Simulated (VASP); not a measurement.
Input:

```
CELL_PARAMETERS angstrom
     -1.54278     1.54278     1.54278
      1.54278    -1.54278     1.54278
      1.54278     1.54278    -1.54278
ATOMIC_POSITIONS crystal
  Re 0.00000 0.00000 0.00000
```

These are PBEsol GGA, VASP's PBE PAW potentials (set 64) (plane waves; VASP) values and carry that method's errors. Numerical set-up: 400 eV cut-off, Gaussian smearing of 0.050 eV, potentials Re.

Unless said otherwise, spin-orbit coupling is left out, though it shifts the bands of the heavy elements here.

### Question
Estimate the band gap (along the path) with the smallest direct gap where there is one.

### Answer

```yaml
band gap (along the path): none (metal, semimetal or under 0.01 eV)
```

The absolute energy has meaning only against runs of the same code, potentials and settings.

The structure was generated: Re was put into the bcc type (Im-3m), which need not be its known phase. It was relaxed first.
